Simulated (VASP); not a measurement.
An input for Ansatz (written as the equivalent of a VASP run, and not itself run):

Ansatz 0.2 input:
```yaml
crystal:
  lattice:
    - [2.2506734, -3.8982806, 0.0000000]
    - [2.2506734, 3.8982806, 0.0000000]
    - [0.0000000, 0.0000000, 4.9858398]
  atoms:
    - { symbol: Se, position: [0.0000000, 0.2175463, 0.6666670] }
    - { symbol: Se, position: [0.7824537, 0.7824537, 0.0000000] }
    - { symbol: Se, position: [0.2175463, 0.0000000, 0.3333330] }
kpoints:
  mp_grid: { grid: [5, 5, 4] }
hamiltonian:
  xc: r2scan
  pseudopotentials: { kind: paw }
scf:
  occupations: { method: gaussian, width: 0.05 }
  max_iter: 100
relax:
  max_steps: 30
  f_tol: 0.001
output: { forces: true, stress: true, eigenvalues: true }
```

Q: Write the VASP files for the same calculation (r2SCAN).

A: This is not unique; one that fits is 
### INCAR
```
LASPH=.TRUE.   # aspherical one-centre terms
ISIF=2
METAGGA=R2SCAN
LWAVE=.FALSE.
IBRION=1
SYSTEM=Se
LMAXMIX=4   # l cut-off of mixed one-centre charges
NSW=30
ENCUT=400
EDIFFG=-0.001   # ionic stop
LMIXTAU=.TRUE.
LCHARG=.FALSE.
ALGO=Normal   # blocked Davidson
LREAL=.FALSE.
NELM=100
SIGMA=0.05   # width (eV)
PREC=Accurate
ISMEAR=0
EDIFF=1E-8
```

### KPOINTS
```
Automatic mesh
0
Gamma
5 5 4
0 0 0
```

File POSCAR:
```
Se
1
    2.2506733677    -3.8982806088     0.0000000000
    2.2506733677     3.8982806088     0.0000000000
    0.0000000000     0.0000000000     4.9858397680
Se
3
Direct
  0.0000000000   0.2175462923   0.6666670000
  0.7824537077   0.7824537077   0.0000000000
  0.2175462923   0.0000000000   0.3333330000
```

POTCAR, in this order: Se (PBE.64 set). Program: vasp_std.

The two are equivalent in intent, not identical: each code has its own PAW files, so the cut-off isn't converted (ENCUT is set for VASP's; basis.ecutwfc is left out, and Ansatz then takes the one that its files recommend); Ansatz stops its SCF on the density residual and VASP on the energy change (EDIFF).

The compound is Se in the trig structure. This run relaxes the ions in a fixed cell. Symmetry was kept, so distortions that lower it aren't found. The start is the result of an earlier pass.
